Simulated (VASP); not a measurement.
# SnSe: cell size against the level of theory, part 3 of 4

Aim: relax SnSe with several functionals and dispersion schemes, and compare the cells. The start is a computed cell from the Materials Project.

VASP 6.6.1, plane waves and PAW; the level of theory is named at each step.

So far. Step 3 (Relaxation with PBE): It ends at 28.40 Å³/atom, +0.4 % from the start, with 0.02 GPa left. The conventional cell has a = 11.820, b = 4.203 and c = 4.574 Å. Step 4 (Relaxation with r2SCAN): It ends at 28.37 Å³/atom, +0.3 % from the start, with 0.00 GPa left. The conventional cell has a = 11.704, b = 4.122 and c = 4.704 Å.

## (5) Relaxation with PBE + D3(BJ)

This step: PBE with D3(BJ); plane waves and PAW (Sn_d, Se) (VASP 6.6.1).

A dispersion term adds the long-range attraction that semilocal functionals lack. D3 with Becke-Johnson damping keeps a finite attraction at short range.

Contents of INCAR:

```
SYSTEM = SnSe
PREC = Accurate
ENCUT = 520
EDIFF = 1E-06
NELM = 100
ISMEAR = -1
SIGMA = 0.05
LREAL = .FALSE.
ALGO = Normal
GGA = PE
IVDW = 12
NBANDS = 49
LORBIT = 11
LWAVE = .FALSE.
LCHARG = .FALSE.
KPAR = 4
NCORE = 2
IBRION = 2
NSW = 60
ISIF = 3
EDIFFG = -0.01
```

Contents of POSCAR:

```
SnSe
1.0
   11.6644585000      0.0000000000      0.0000000000
    0.0000000000      4.1262509500      0.0000000000
    0.0000000000      0.0000000000      4.7009074500
Sn Se
4 4
Direct
    0.6187868500      0.7500000000      0.3765543000
    0.8812131500      0.2500000000      0.8765543000
    0.3812131500      0.2500000000      0.6234457000
    0.1187868500      0.7500000000      0.1234457000
    0.1485530300      0.2500000000      0.5091818000
    0.6485530300      0.2500000000      0.9908182000
    0.3514469700      0.7500000000      0.0091818000
    0.8514469700      0.7500000000      0.4908182000
```

Contents of KPOINTS:

```
Automatic mesh
0
Gamma
2 6 5
0 0 0
```

Potentials, in the order of the species: Sn_d and Se (PBE family, release 64).

Started as:

```bash
$ mpirun -np 8 vasp_std
```

Numbers of over 12 decimals in the logs are rounded to 6 here.

Log:

```text
[... set-up lines as in an earlier step ...]
 entering main loop
       N       E                     dE             d eps       ncg     rms          rms(c)
[... 14 cycles as in an earlier step ...]
   1 F= -.35563961E+02 E0= -.35563948E+02  d E =-.355640E+02
[... from here on, the cycles between the ionic steps are left out ...]
   2 F= -.35585948E+02 E0= -.35585931E+02  d E =-.219879E-01
   3 F= -.35638955E+02 E0= -.35638904E+02  d E =-.749948E-01
   5 F= -.35652547E+02 E0= -.35652449E+02  d E =-.885861E-01
   7 F= -.35678543E+02 E0= -.35678341E+02  d E =-.259968E-01
   9 F= -.35680537E+02 E0= -.35680364E+02  d E =-.134926E-02
  11 F= -.35684254E+02 E0= -.35684149E+02  d E =-.506646E-02
  13 F= -.35685440E+02 E0= -.35685317E+02  d E =-.746577E-03
  15 F= -.35686328E+02 E0= -.35686197E+02  d E =-.668592E-03
  17 F= -.35687124E+02 E0= -.35686982E+02  d E =-.146516E-02
  19 F= -.35687826E+02 E0= -.35687686E+02  d E =-.556234E-03
  21 F= -.35687907E+02 E0= -.35687765E+02  d E =-.636572E-03
  23 F= -.35688492E+02 E0= -.35688318E+02  d E =-.585496E-03
  25 F= -.35688809E+02 E0= -.35688628E+02  d E =-.276954E-03
  27 F= -.35688991E+02 E0= -.35688818E+02  d E =-.459288E-03
  29 F= -.35689232E+02 E0= -.35689059E+02  d E =-.241119E-03
  31 F= -.35689324E+02 E0= -.35689151E+02  d E =-.917320E-04
  32 F= -.35689426E+02 E0= -.35689256E+02  d E =-.101792E-03
  33 F= -.35689628E+02 E0= -.35689466E+02  d E =-.303731E-03
[...]
reached required accuracy - stopping structural energy minimisation
```

Run time: 5.6 min. Hardware: 8 MPI ranks of Intel Xeon 6975P-C (Granite Rapids), shared host; peak memory 2.5 GiB.

From OUTCAR (step 5):

```text
 Edisp (eV)   -2.93411

 Edisp (eV)   -2.93350

  Total       0.00217    -0.04749     0.01271     0.00000     0.00000     0.00000
  in kB       0.01649    -0.36061     0.09649     0.00000     0.00000     0.00000
  external pressure =       -0.08 kB  Pullay stress =        0.00 kB

 POSITION                                       TOTAL-FORCE (eV/Angst)
 -----------------------------------------------------------------------------------
      7.11273      3.12533      1.76550        -0.005322     -0.000000      0.006755
     10.16491      1.04178      3.96360         0.005322     -0.000000      0.006755
      4.40570      1.04178      2.63070         0.005322      0.000000     -0.006755
      1.35352      3.12533      0.43260        -0.005322      0.000000     -0.006755
      1.65450      1.04178      2.29940         0.003783      0.000000     -0.000524
      7.41371      1.04178      4.29490         0.003783     -0.000000      0.000524
      4.10471      3.12533      0.10130        -0.003783      0.000000     -0.000524
      9.86393      3.12533      2.09680        -0.003783     -0.000000      0.000524
 -----------------------------------------------------------------------------------
    total drift:                               -0.000000     -0.000000     -0.000000

  FREE ENERGIE OF THE ION-ELECTRON SYSTEM (eV)
  ---------------------------------------------------
  free  energy   TOTEN  =       -35.6896275647 eV

  energy  without entropy=      -35.6893046037  energy(sigma->0) =      -35.68946608

[... 2 parts as in an earlier step ...]

[... 2 further parts left out ...]
[key lines of the parts left out:]
E-fermi :   5.8231
```

Step by step (22 of 33):

| step | energy less that of the first step (eV) | largest force (eV/Å) | pressure (GPa) | volume (Å³) |
| --- | --- | --- | --- | --- |
| 1 | 0.0000 | 0.1988 | -0.44 | 226.26 |
| 3 | -0.0750 | 0.2026 | 0.24 | 216.28 |
| 4 | -0.0476 | 0.1762 | 2.54 | 201.80 |
| 6 | -0.1020 | 0.1319 | 0.64 | 211.17 |
| 7 | -0.1146 | 0.0888 | -0.16 | 211.26 |
| 9 | -0.1166 | 0.0521 | -0.03 | 211.17 |
| 10 | -0.1194 | 0.0446 | 0.02 | 210.93 |
| 12 | -0.1207 | 0.0412 | 0.09 | 210.62 |
| 13 | -0.1215 | 0.0451 | -0.02 | 211.06 |
| 15 | -0.1224 | 0.0433 | -0.10 | 211.38 |
| 16 | -0.1230 | 0.0358 | -0.02 | 211.22 |
| 18 | -0.1233 | 0.0375 | 0.09 | 211.03 |
| 19 | -0.1239 | 0.0238 | 0.01 | 211.35 |
| 21 | -0.1239 | 0.0235 | -0.03 | 211.53 |
| 22 | -0.1242 | 0.0207 | -0.02 | 211.44 |
| 24 | -0.1246 | 0.0149 | 0.01 | 211.03 |
| 25 | -0.1248 | 0.0175 | 0.00 | 211.02 |
| 27 | -0.1250 | 0.0221 | -0.03 | 211.00 |
| 28 | -0.1252 | 0.0159 | 0.01 | 210.84 |
| 30 | -0.1253 | 0.0154 | 0.00 | 210.85 |
| 31 | -0.1254 | 0.0175 | -0.03 | 210.95 |
| 33 | -0.1257 | 0.0086 | -0.01 | 211.01 |

| conventional cell, symmetrised | before | after | change |
| --- | --- | --- | --- |
| a (Å) | 11.664 | 11.518 | -1.3 % |
| b (Å) | 4.126 | 4.167 | +1.0 % |
| c (Å) | 4.701 | 4.396 | -6.5 % |
| volume (Å³/atom) | 28.28 | 26.38 | -6.7 % |

The atoms that moved most (Å, as changes of fractional coordinates times the final cell):

| atom | dx | dy | dz | length |
| --- | --- | --- | --- | --- |
| Sn4 | -0.015 | 0.000 | -0.110 | 0.111 |
| Sn1 | -0.015 | 0.000 | 0.110 | 0.111 |
| Sn2 | 0.015 | 0.000 | 0.110 | 0.111 |
| Sn3 | 0.015 | 0.000 | -0.110 | 0.111 |
| Se5 | -0.057 | 0.000 | 0.061 | 0.083 |
| Se7 | 0.057 | 0.000 | 0.061 | 0.083 |
| Se8 | 0.057 | 0.000 | -0.061 | 0.083 |
| Se6 | -0.057 | 0.000 | -0.061 | 0.083 |

Final coordinates:

```xyz
8
Lattice="11.5184 0.0000 0.0000 0.0000 4.1671 0.0000 0.0000 0.0000 4.3962" Properties=species:S:1:pos:R:3 pbc="T T T"
Sn    7.1127    3.1253    1.7655
Sn   10.1649    1.0418    3.9636
Sn    4.4057    1.0418    2.6307
Sn    1.3535    3.1253    0.4326
Se    1.6545    1.0418    2.2994
Se    7.4137    1.0418    4.2949
Se    4.1047    3.1253    0.1013
Se    9.8639    3.1253    2.0968
```

It ends at 26.38 Å³/atom, -6.7 % from the start, with -0.01 GPa left. The conventional cell has a = 11.518, b = 4.167 and c = 4.396 Å. Against plain PBE, the dispersion term moves a by -2.5 %, b by -0.8 % and c by -3.9 %.

## (6) Relaxation with r2SCAN + rVV10

This step: r2SCAN with rVV10; plane waves and PAW (Sn_d, Se) (VASP 6.6.1).

LUSE_VDW switches on a nonlocal correlation term for dispersion.

Changes to INCAR since step 5:

```diff
@@ -9,4 +9,8 @@
 ALGO = Normal
-GGA = PE
-IVDW = 12
+METAGGA = R2SCAN
+LUSE_VDW = .TRUE.
+IVDW_NL = 2
+BPARAM = 11.95
+CPARAM = 0.0093
+LASPH = .TRUE.
 NBANDS = 49
```

POSCAR is that of step 5.

KPOINTS is that of step 5.

Started as:

```bash
$ mpirun -np 8 vasp_std
```

Log:

```text
[banner, memory and clock lines left out]
running    8 mpi-ranks, on    1 nodes
[...]
|                                                                             |
|               ----> ADVICE to this user running VASP <----                  |
|                                                                             |
|     You have switched on vdW-DFT.                                           |
|     This routine was written and supplied by Jiri Klimes. We recommend      |
|     that you carefully read and cite the following publications:            |
|       J. Klimes, D.R. Bowler, A. Michelides                                 |
|          J. Phys.: Cond Matt. 22 022201 (2010)                              |
|       J. Klimes, D.R. Bowler, A. Michelides                                 |
|          Phys. Rev. B. 83, 195131 (2011)                                    |
|     and references therein.                                                 |
|                                                                             |

[...]
Total rVV10 correction in eV:      2.0654520    88.0370338
Total rVV10 correction in eV:      2.0654520    88.0370338
Total rVV10 correction in eV:      2.0654520    88.0370338
Total rVV10 correction in eV:      2.0654520    88.0370338
   1 F= -.15775808E+03 E0= -.15775807E+03  d E =-.157758E+03
[... from here on, the cycles between the ionic steps are left out ...]
   2 F= -.15776650E+03 E0= -.15776649E+03  d E =-.842094E-02
   3 F= -.15776702E+03 E0= -.15776702E+03  d E =-.894300E-02
   4 F= -.15777103E+03 E0= -.15777102E+03  d E =-.400861E-02
   5 F= -.15777730E+03 E0= -.15777729E+03  d E =-.102770E-01
   6 F= -.15777748E+03 E0= -.15777748E+03  d E =-.104647E-01
   7 F= -.15777883E+03 E0= -.15777882E+03  d E =-.134454E-02
   8 F= -.15777928E+03 E0= -.15777928E+03  d E =-.180154E-02
   9 F= -.15777936E+03 E0= -.15777935E+03  d E =-.187287E-02
  10 F= -.15777905E+03 E0= -.15777905E+03  d E =0.301781E-03
  11 F= -.15777964E+03 E0= -.15777964E+03  d E =-.287829E-03
  12 F= -.15777975E+03 E0= -.15777974E+03  d E =-.102598E-03
  13 F= -.15777987E+03 E0= -.15777987E+03  d E =-.225384E-03
  14 F= -.15777993E+03 E0= -.15777993E+03  d E =-.605389E-04
  15 F= -.15778004E+03 E0= -.15778004E+03  d E =-.174992E-03
[...]
reached required accuracy - stopping structural energy minimisation
```

It took 13 min on 8 MPI ranks; peak memory 4.1 GiB.

From OUTCAR (step 6):

```text
  Total       -0.0298447     -0.0150161     -0.0280791      0.0000000      0.0000000      0.0000000
  in kB       -0.2184267     -0.1098992     -0.2055049      0.0000000      0.0000000      0.0000000
  external PRESSURE =      -0.1779436 kB  Pullay stress =       0.0000000 kB

 POSITION                                       TOTAL-FORCE (eV/Angst)
 -----------------------------------------------------------------------------------
      7.14505      3.09141      1.75736         0.006780      0.000000      0.003267
     10.20354      1.03047      4.05337        -0.006780      0.000000      0.003267
      4.42068      1.03047      2.83466        -0.006780     -0.000000     -0.003267
      1.36218      3.09141      0.53865         0.006780     -0.000000     -0.003267
      1.69980      1.03047      2.36050         0.000642     -0.000000     -0.004586
      7.48266      1.03047      4.52753         0.000642      0.000000      0.004586
      4.08307      3.09141      0.06449        -0.000642     -0.000000     -0.004586
      9.86593      3.09141      2.23152        -0.000642      0.000000      0.004586
 -----------------------------------------------------------------------------------
    total drift:                               -0.000000     -0.000000      0.000000

  FREE ENERGIE OF THE ION-ELECTRON SYSTEM (eV)
  ---------------------------------------------------
  free  energy   TOTEN  =      -157.7800438246 eV

  energy  without entropy=     -157.7800366574  energy(sigma->0) =     -157.78004024

[... 2 parts as in an earlier step ...]

[... 2 further parts left out ...]
[key lines of the parts left out:]
E-fermi :   5.3969
```

It ends at 27.36 Å³/atom, -3.2 % from the start, with -0.02 GPa left. The conventional cell has a = 11.566, b = 4.122 and c = 4.592 Å. Against plain r2SCAN, the dispersion term moves a by -1.2 %, b by +0.0 % and c by -2.4 %.

## (7) Relaxation with PBE + TS

This step: PBE with TS; plane waves and PAW (Sn_d, Se) (VASP 6.6.1).

The Tkatchenko-Scheffler scheme scales free-atom polarisabilities by Hirshfeld volumes.

Changes to INCAR since step 6:

```diff
@@ -9,8 +9,4 @@
 ALGO = Normal
-METAGGA = R2SCAN
-LUSE_VDW = .TRUE.
-IVDW_NL = 2
-BPARAM = 11.95
-CPARAM = 0.0093
-LASPH = .TRUE.
+GGA = PE
+IVDW = 20
 NBANDS = 49
```

POSCAR is that of step 6.

KPOINTS is that of step 6.

Started as:

```bash
$ mpirun -np 8 vasp_std
```

Log:

```text
[... set-up lines as in an earlier step ...]
 entering main loop
       N       E                     dE             d eps       ncg     rms          rms(c)
[... 14 cycles as in an earlier step ...]
 augmentation electrons   79.994934
 total        electrons   79.994934
 augmentation electrons   249.645999033072
 total        electrons   249.645999033072
 augmentation electrons   24.678085
 soft         electrons   55.316847
 total        electrons   79.994933
 translations:           1           2           1
   1 F= -.34749900E+02 E0= -.34749887E+02  d E =-.347499E+02
[... from here on, the cycles between the ionic steps are left out ...]
   2 F= -.34765141E+02 E0= -.34765128E+02  d E =-.152415E-01
   3 F= -.34766827E+02 E0= -.34766814E+02  d E =-.169277E-01
   5 F= -.34804913E+02 E0= -.34804897E+02  d E =-.380859E-01
   7 F= -.34811539E+02 E0= -.34811515E+02  d E =-.523432E-02
   9 F= -.34814898E+02 E0= -.34814867E+02  d E =-.328143E-02
  11 F= -.34815102E+02 E0= -.34815039E+02  d E =-.348618E-02
  13 F= -.34817524E+02 E0= -.34817470E+02  d E =-.821328E-03
  15 F= -.34818725E+02 E0= -.34818674E+02  d E =-.104818E-02
  17 F= -.34819923E+02 E0= -.34819872E+02  d E =-.224629E-02
  19 F= -.34820360E+02 E0= -.34820314E+02  d E =-.436695E-03
  21 F= -.34820638E+02 E0= -.34820593E+02  d E =-.278604E-03
  23 F= -.34820905E+02 E0= -.34820858E+02  d E =-.267173E-03
  25 F= -.34821144E+02 E0= -.34821094E+02  d E =-.238805E-03
  27 F= -.34821214E+02 E0= -.34821159E+02  d E =-.308355E-03
  28 F= -.34821216E+02 E0= -.34821163E+02  d E =-.310482E-03
  29 F= -.34821237E+02 E0= -.34821186E+02  d E =-.211038E-04
 trial-energy change:   -0.000021  1 .order   -0.000071   -0.000120   -0.000023
 step:   1.9499(harm=  1.9499)  dis= 0.00161  next Energy=   -34.821290 (dE=-0.737E-04)
 reached required accuracy - stopping structural energy minimisation
```

Wall time 4.3 min (8 MPI ranks); peak memory 2.5 GiB; 34 min of CPU time.

OUTCAR, selected parts (step 7):

```text
  Edisp (eV):   -1.98939

  Total       0.05869     0.01055     0.04401     0.00000     0.00000     0.00000
  in kB       0.42741     0.07682     0.32046     0.00000     0.00000     0.00000
  external pressure =        0.27 kB  Pullay stress =        0.00 kB

 POSITION                                       TOTAL-FORCE (eV/Angst)
 -----------------------------------------------------------------------------------
      7.23484      3.15697      1.69262        -0.006005      0.000000     -0.004241
     10.31297      1.05232      3.92655         0.006005      0.000000     -0.004241
      4.46370      1.05232      2.77524         0.006005     -0.000000      0.004241
      1.38557      3.15697      0.54131        -0.006005     -0.000000      0.004241
      1.69693      1.05232      2.37683         0.006451     -0.000000      0.005220
      7.54620      1.05232      4.32497         0.006451      0.000000     -0.005220
      4.15234      3.15697      0.14290        -0.006451     -0.000000      0.005220
     10.00161      3.15697      2.09103        -0.006451      0.000000     -0.005220
 -----------------------------------------------------------------------------------
    total drift:                               -0.000000      0.000000      0.000000

  FREE ENERGIE OF THE ION-ELECTRON SYSTEM (eV)
  ---------------------------------------------------
  free  energy   TOTEN  =       -34.8212369862 eV

  energy  without entropy=      -34.8211343436  energy(sigma->0) =      -34.82118566

[... 2 parts as in an earlier step ...]

[... 2 further parts left out ...]
[key lines of the parts left out:]
E-fermi :   5.4047
```

It ends at 27.50 Å³/atom, -2.8 % from the start, with 0.03 GPa left. The conventional cell has a = 11.699, b = 4.209 and c = 4.468 Å. Against plain PBE, the dispersion term moves a by -1.0 %, b by +0.2 % and c by -2.3 %.

## (8) Relaxation with PBE + D4

This step: PBE with D4; plane waves and PAW (Sn_d, Se) (VASP 6.6.1).

D4 lets the coefficients depend on atomic charges too.

Changes to INCAR since step 7:

```diff
@@ -10,3 +10,3 @@
 GGA = PE
-IVDW = 20
+IVDW = 13
 NBANDS = 49
```

POSCAR is that of step 7.

KPOINTS is that of step 7.

Started as:

```bash
$ mpirun -np 8 vasp_std
```

Log:

```text
[... set-up lines as in an earlier step ...]
 entering main loop
       N       E                     dE             d eps       ncg     rms          rms(c)
[... 14 cycles as in an earlier step ...]
   1 F= -.36107857E+02 E0= -.36107845E+02  d E =-.361079E+02
[... from here on, the cycles between the ionic steps are left out ...]
   2 F= -.36118332E+02 E0= -.36118316E+02  d E =-.104748E-01
   3 F= -.36123828E+02 E0= -.36123806E+02  d E =-.159704E-01
   5 F= -.36136041E+02 E0= -.36136015E+02  d E =-.122132E-01
   7 F= -.36145055E+02 E0= -.36145019E+02  d E =-.315491E-02
   9 F= -.36152829E+02 E0= -.36152790E+02  d E =-.109285E-01
  11 F= -.36158312E+02 E0= -.36158278E+02  d E =-.390276E-02
  13 F= -.36160665E+02 E0= -.36160634E+02  d E =-.147044E-02
  15 F= -.36161415E+02 E0= -.36161385E+02  d E =-.222009E-02
  17 F= -.36162570E+02 E0= -.36162538E+02  d E =-.115483E-02
  19 F= -.36163060E+02 E0= -.36163025E+02  d E =-.490318E-03
  21 F= -.36163236E+02 E0= -.36163200E+02  d E =-.174194E-03
  23 F= -.36163505E+02 E0= -.36163466E+02  d E =-.443672E-03
  25 F= -.36163591E+02 E0= -.36163552E+02  d E =-.860769E-04
  26 F= -.36163622E+02 E0= -.36163583E+02  d E =-.309724E-04
  27 F= -.36163672E+02 E0= -.36163633E+02  d E =-.809410E-04
[...]
reached required accuracy - stopping structural energy minimisation
```

It took 3.8 min on 8 MPI ranks; peak memory 2.4 GiB.

From OUTCAR (step 8):

```text
  Edisp (eV):   -3.32170

  Total       0.02323     0.02660     0.05014     0.00000     0.00000     0.00000
  in kB       0.16663     0.19080     0.35968     0.00000     0.00000     0.00000
  external pressure =        0.24 kB  Pullay stress =        0.00 kB

 POSITION                                       TOTAL-FORCE (eV/Angst)
 -----------------------------------------------------------------------------------
      7.34502      3.14581      1.73614        -0.001078     -0.000000     -0.005845
     10.32007      1.04860      3.99683         0.001078     -0.000000     -0.005845
      4.43171      1.04860      2.78523         0.001078      0.000000      0.005845
      1.45665      3.14581      0.52454        -0.001078      0.000000      0.005845
      1.69498      1.04860      2.37796        -0.005316     -0.000000     -0.008183
      7.58334      1.04860      4.40411        -0.005316      0.000000      0.008183
      4.19338      3.14581      0.11727         0.005316     -0.000000     -0.008183
     10.08175      3.14581      2.14342         0.005316      0.000000      0.008183
 -----------------------------------------------------------------------------------
    total drift:                               -0.000000      0.000000     -0.000000

  FREE ENERGIE OF THE ION-ELECTRON SYSTEM (eV)
  ---------------------------------------------------
  free  energy   TOTEN  =       -36.1636720603 eV

  energy  without entropy=      -36.1635940783  energy(sigma->0) =      -36.16363307

[... 2 parts as in an earlier step ...]

[... 2 further parts left out ...]
[key lines of the parts left out:]
E-fermi :   5.2931
```

It ends at 27.92 Å³/atom, -1.3 % from the start, with 0.02 GPa left. The conventional cell has a = 11.777, b = 4.194 and c = 4.521 Å. Against plain PBE, the dispersion term moves a by -0.4 %, b by -0.2 % and c by -1.1 %.

(Part 3 of 4 ends here.)

[Lines on the potential files, build, host, timing and source positions are cut from VASP's logs without a mark.]

[Logs are printed without paths, hosts, clocks, repeated set-up lines and the standing remarks that a program may print on its own settings, such as how far it seeks lower states.]

[Hosts, paths, dates, database ids (printed as entryN), source tags and the programs' standing remarks are cut or masked in the printed files.]

[Measured values are set beside computed ones only where the two were judged alike; some that the calculation misses by far are left out.]

[In band tables of VASP the shares of atoms and orbitals are scaled to a sum of 1 inside the atoms' spheres.]
